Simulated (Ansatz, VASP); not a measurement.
# Al2PH3O7 (Al2PH3O7 (C2/m)) in two plane-wave programs, part 3 of 3

One calculation is typed for both programs; each brings its own data sets. How far apart do they land? Of the first pair: The structure shown is the start of the Ansatz relaxation below; VASP solves that cell, so the two are compared at the walk's first step.

VASP 6.6.1 and Ansatz 0.2.0.

So far. Step 3 (VASP: single point, PBEsol, start cell, pair 1): The run ends at a pressure of -2.79 GPa, with forces up to 0.44 eV/Å.

**6. VASP: single point, PBEsol, relaxed cell, pair 2**

Level of this step: PBEsol; plane waves and PAW (Al, H, P, O) (VASP).

The same cell, functional, mesh and smearing now go to VASP, with its own data sets.

INCAR reads:

```
SYSTEM = Al2PH3O7
PREC = Accurate
ENCUT = 600
EDIFF = 1E-06
NELM = 120
ISMEAR = -1
SIGMA = 0.01
LREAL = .FALSE.
ALGO = Normal
GGA = PS
NBANDS = 76
LORBIT = 11
LWAVE = .FALSE.
LCHARG = .FALSE.
ISIF = 2
LASPH = .TRUE.
GGA_COMPAT = .FALSE.
EFERMI = MIDGAP
KPAR = 4
```

POSCAR reads:

```
Al2PH3O7
1.0
    6.6015913623     -4.0161318068      0.0155794317
    6.6015913623      4.0161318068      0.0155794317
   -1.9335334641      0.0000000000      4.6568172958
Al H P O
4 6 2 14
Direct
    0.1983513044      0.8016486956      0.0000000000
    0.8016486956      0.1983513044      0.0000000000
    0.8160522216      0.8160522216      0.0341630162
    0.1839477784      0.1839477784      0.9658369838
    0.8636849384      0.8636849384      0.6006369712
    0.1363150616      0.1363150616      0.3993630288
    0.1494071438      0.6494372594      0.3352733693
    0.6494372594      0.1494071438      0.3352733693
    0.8505928562      0.3505627406      0.6647266307
    0.3505627406      0.8505928562      0.6647266307
    0.6508795570      0.6508795570      0.3850879811
    0.3491204430      0.3491204430      0.6149120189
    0.7492406347      0.7492406347      0.2901105071
    0.2507593653      0.2507593653      0.7098894929
    0.6967804219      0.6967804219      0.7162974053
    0.3032195781      0.3032195781      0.2837025947
    0.7402559428      0.4233635681      0.2898031877
    0.4233635681      0.7402559428      0.2898031877
    0.2597440572      0.5766364319      0.7101968123
    0.5766364319      0.2597440572      0.7101968123
    0.9124118670      0.9124118670      0.8071008027
    0.0875881330      0.0875881330      0.1928991973
    0.0794909333      0.7148449717      0.1708564344
    0.7148449717      0.0794909333      0.1708564344
    0.9205090667      0.2851550283      0.8291435656
    0.2851550283      0.9205090667      0.8291435656
```

KPOINTS reads:

```
Automatic mesh
0
Gamma
4 4 6
0 0 0
```

The projector-augmented-wave data sets are Al, H, P and O (PBE family, release 64).

Run with:

```sh
$ mpirun -np 4 vasp_std
```

Numbers of over 12 decimals in the logs are rounded to 6 here.

What it wrote:

```text
[banner, memory and clock lines left out]
running    4 mpi-ranks, on    1 nodes
[...]
[... a notice as in an earlier step ...]

 [... a notice as in an earlier step ...]

 LDA part: xc-table for (Slater+PW92), standard interpolation
 POSCAR, INCAR and KPOINTS ok, starting setup
[...]
entering main loop
       N       E                     dE             d eps       ncg     rms          rms(c)
DAV:   1     0.698325861187E+03    0.69833E+03   -0.63853E+04  5168   0.154E+03
DAV:   2    -0.144354020529E+03   -0.84268E+03   -0.81631E+03  6336   0.331E+02
DAV:   3    -0.196864524420E+03   -0.52511E+02   -0.52226E+02  6288   0.862E+01
DAV:   4    -0.197558344211E+03   -0.69382E+00   -0.69175E+00  6296   0.107E+01
[...]
DAV:  14    -0.178714981156E+03   -0.39120E-05   -0.39194E-05  6232   0.277E-02    0.123E-02
DAV:  15    -0.178714982982E+03   -0.18257E-05   -0.11894E-05  6192   0.201E-02    0.423E-03
DAV:  16    -0.178714983163E+03   -0.18127E-06   -0.14777E-06  4464   0.676E-03
   1 F= -.17871498E+03 E0= -.17871498E+03  d E =0.000000E+00
```

Parts of OUTCAR (step 6):

```text
  Total       -0.6946369     -0.5270100     -0.3667806      0.0000000      0.0000000     -0.0290506
  in kB       -4.5026411     -3.4160821     -2.3774743      0.0000000      0.0000000     -0.1883062
  external PRESSURE =      -3.4320658 kB  Pullay stress =       0.0000000 kB

 POSITION                                       TOTAL-FORCE (eV/Angst)
 -----------------------------------------------------------------------------------
      6.60159      2.42292      0.01558        -0.000000      0.019393      0.000000
      6.60159     -2.42292      0.01558         0.000000     -0.019393      0.000000
     10.70843      0.00000      0.18452        -0.004440      0.000000      0.007671
      0.56122      0.00000      4.50346         0.004440      0.000000     -0.007671
     10.24204      0.00000      2.82397        -0.016877      0.000000     -0.094189
      1.02761      0.00000      1.86401         0.016877      0.000000      0.094189
      4.62538      2.00819      1.57375        -0.023564     -0.053342      0.065177
      4.62538     -2.00819      1.57375        -0.023564      0.053342      0.065177
      6.64427     -2.00819      3.11422         0.023564      0.053342     -0.065177
      6.64427      2.00819      3.11422         0.023564     -0.053342     -0.065177
      7.84910      0.00000      1.81357        -0.019882      0.000000      0.020048
      3.42055      0.00000      2.87441         0.019882      0.000000     -0.020048
      9.33142      0.00000      1.37434        -0.015727      0.000000      0.010334
      1.93823      0.00000      3.31364         0.015727      0.000000     -0.010334
[...]
-----------------------------------------------------------------------------------
    total drift:                                0.000000     -0.000000     -0.000000

  FREE ENERGIE OF THE ION-ELECTRON SYSTEM (eV)
  ---------------------------------------------------
  free  energy   TOTEN  =      -178.7149831628 eV

  energy  without entropy=     -178.7149831628  energy(sigma->0) =     -178.71498316

[... 1 part as in an earlier step ...]

[... 2 further parts left out ...]
[key lines of the parts left out:]
E-fermi :   4.3335
```

The run ends at a pressure of -0.34 GPa, with forces up to 0.096 eV/Å.

**7. Side by side**

What differs besides the data sets and the points named for the pairs above, as far as they apply: the cutoff is 420 eV in Ansatz and 600 eV in VASP; Ansatz's pressure holds a Pulay correction, VASP's none. Total energies have different zeros and are not compared.

Compared:

```
              quantity  Ansatz   VASP  difference
        pressure (GPa)   -0.02  -0.34       +0.32
gap on the k mesh (eV)   5.429  5.424      +0.006
```

Forces on 7 of the 26 atoms, those with the largest forces and the largest differences (eV/Å; atoms numbered as in POSCAR):

```
atom         Ansatz x, y, z           VASP x, y, z
  H5  -0.001, 0.000, -0.002  -0.017, 0.000, -0.094
  H6    0.001, 0.000, 0.002    0.017, 0.000, 0.094
  H7    0.000, 0.000, 0.000  -0.024, -0.053, 0.065
  H8    0.000, 0.000, 0.000   -0.024, 0.053, 0.065
  H9    0.000, 0.000, 0.000   0.024, 0.053, -0.065
 H10    0.000, 0.000, 0.000  0.024, -0.053, -0.065
 O21    0.002, 0.000, 0.007    0.015, 0.000, 0.074
```

The forces differ by 33 meV/Å r.m.s., where the r.m.s. force is 0.003 eV/Å in Ansatz and 0.034 eV/Å in VASP: the atoms lie near their places of rest in Ansatz, so a percentage would say little (all taken over all components). A gap on the mesh is an upper bound, since the band edges may lie between its points.

**8. Summary of results**

| Property | Result |
| --- | --- |
| r.m.s. force difference (single point, PBEsol, start cell, pair 1) | 38 meV/Å |
| r.m.s. force difference (single point, PBEsol, relaxed cell, pair 2) | 33 meV/Å |

The r.m.s. force difference is 38 meV/Å (single point, PBEsol, start cell, pair 1), beyond the 12 meV/Å picked in this series as the mark of a large difference. What causes the difference of the single point, PBEsol, start cell, pair 1 pair stays open here. What causes the difference of the single point, PBEsol, relaxed cell, pair 2 pair stays open here. How closely two codes agree says nothing of how well the functional describes the real material.

[Lines on the potential files, build, host, timing and source positions are cut from VASP's logs without a mark.]

[Logs are printed without paths, hosts, clocks, repeated set-up lines and the standing remarks that a program may print on its own settings, such as how far it seeks lower states.]

[Hosts, paths, dates, database ids (printed as entryN), source tags and the programs' standing remarks are cut or masked in the printed files.]
